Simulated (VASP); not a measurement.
An input for Ansatz (written as the equivalent of a VASP run, and not itself run):

Ansatz 0.2 input:
```yaml
crystal:
  lattice:
    - [0.0000000, 3.0775210, 3.0775210]
    - [3.0775210, 0.0000000, 3.0775210]
    - [3.0775210, 3.0775210, 0.0000000]
  atoms:
    - { symbol: Cd, position: [0.0000000, 0.0000000, 0.0000000] }
    - { symbol: Se, position: [0.2500000, 0.2500000, 0.2500000] }
kpoints:
  mp_grid: { grid: [8, 8, 8] }
hamiltonian:
  xc: pbesol
  pseudopotentials: { kind: paw }
scf:
  occupations: { method: gaussian, width: 0.05 }
  max_iter: 100
output: { forces: true, stress: true, eigenvalues: true }
```

Q: Write the VASP files for the same calculation (PBEsol).

A: This is not unique; one that fits is 
INCAR:
```
SYSTEM=CdSe
PREC=Accurate; ENCUT=520; LREAL=.FALSE.
LASPH=.TRUE.
EDIFF=1E-7; NELM=100; ALGO=Normal
LMAXMIX=4
ISMEAR=0; SIGMA=0.05
GGA=PS
ISIF=2
LWAVE=.FALSE.; LCHARG=.FALSE.
```

File POSCAR:
```
CdSe
1
    0.0000000000     3.0775210011     3.0775210011
    3.0775210011     0.0000000000     3.0775210011
    3.0775210011     3.0775210011     0.0000000000
Cd Se
1 1
Direct
  0.0000000000   0.0000000000   0.0000000000
  0.2500000000   0.2500000000   0.2500000000
```

**KPOINTS**
```
Automatic mesh
0
Gamma
8 8 8
0 0 0
```

POTCAR, in this order: Cd Se (PBE.64 set). Program: vasp_std.

What does not carry over: each code has its own PAW files, so the cut-off isn't converted (ENCUT is set for VASP's; basis.ecutwfc is left out, and Ansatz then takes the one that its files recommend); Ansatz stops its SCF on the density residual and VASP on the energy change (EDIFF).

The compound is CdSe in the zinc blende structure, whereas wurtzite is the usual form. This cell is one point of a volume scan, at 1.03 of the reference volume.
